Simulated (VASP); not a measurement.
Input of a VASP 6.6.1 run:

File POSCAR:

```
MgB2
1.0
    3.0850000000      0.0000000000      0.0000000000
   -1.5425000000      2.6716883707      0.0000000000
    0.0000000000      0.0000000000      3.5230000000
Mg B
1 2
Direct
    0.0000000000      0.0000000000      0.0000000000
    0.3333333333      0.6666666667      0.5000000000
    0.6666666667      0.3333333333      0.5000000000
```

INCAR.step1

```
SYSTEM = MgB2
ALGO = Normal ; EDIFF = 1E-5
ENCUT = 520 ; GGA = PE
ISIF = 2 ; ISMEAR = -1
LASPH = .TRUE. ; LCHARG = .FALSE.
LREAL = .FALSE. ; LWAVE = .TRUE.
NBANDS = 36 ; NELM = 100
PREC = Accurate ; SIGMA = 0.05
```

INCAR.step2

```
SYSTEM = MgB2
ALGO = Normal ; CSHIFT = 0.1
EDIFF = 1E-6 ; ENCUT = 520
GGA = PE ; HFSCREEN = 0.2
ISIF = 2 ; ISMEAR = -1
ISTART = 1 ; LASPH = .TRUE.
LCHARG = .FALSE. ; LHFCALC = .TRUE.
LOPTICS = .TRUE. ; LREAL = .FALSE.
LWAVE = .FALSE. ; NBANDS = 36
NEDOS = 2000 ; NELM = 100
PREC = Accurate ; PRECFOCK = Fast
SIGMA = 0.05
```

KPOINTS

```
k-points
0
G
  8 8 6
  0 0 0
```

Potentials or basis: VASP PAW PBE potentials, release 64 (Mg, B).

Run with:

```console
$ cat potpaw_PBE.64/Mg/POTCAR potpaw_PBE.64/B/POTCAR > POTCAR
$ cp INCAR.step1 INCAR
$ mpirun -np 1 vasp_std > vasp.out
$ cp INCAR.step2 INCAR
$ mpirun -np 1 vasp_std > vasp.out
```

**Question.** What does it give for the band gap on the k mesh?

**Answer.** None (metal or under the smearing width).

**Question.** What does it give for the pressure?

**Answer.** -2.5 GPa.

Dielectric function (mean over the directions given):
```tsv
energy (eV)	real part	imaginary part
0.32	9.80	0.17
0.96	11.76	0.98
1.60	-0.68	10.89
2.32	6.06	0.71
2.96	5.45	3.20
3.68	1.43	6.78
4.32	6.22	1.59
5.04	10.71	5.81
5.68	2.37	4.02
6.39	5.05	3.67
7.03	8.64	4.29
7.75	2.38	10.34
8.39	-1.03	7.72
9.11	-0.81	5.73
9.75	0.22	3.33
10.47	-3.41	6.53
11.11	-3.70	3.51
11.83	-2.01	1.68
12.47	-1.69	1.62
13.19	-1.68	1.16
13.83	-0.77	0.81
14.55	-0.22	1.22
15.19	-0.59	0.89
15.91	-0.65	1.27
16.55	-0.81	0.76
17.27	-0.58	0.34
17.91	-0.32	0.49
18.62	-0.22	0.34
19.26	-0.08	0.25
19.98	0.11	0.20
```

Caveat: spectra need much finer meshes, so this one isn't converged; independent-particle spectra lack excitons; the intraband (Drude) part of a metal's response may be missing; the PAW data sets were made with another functional, which shifts forces and pressure a little.
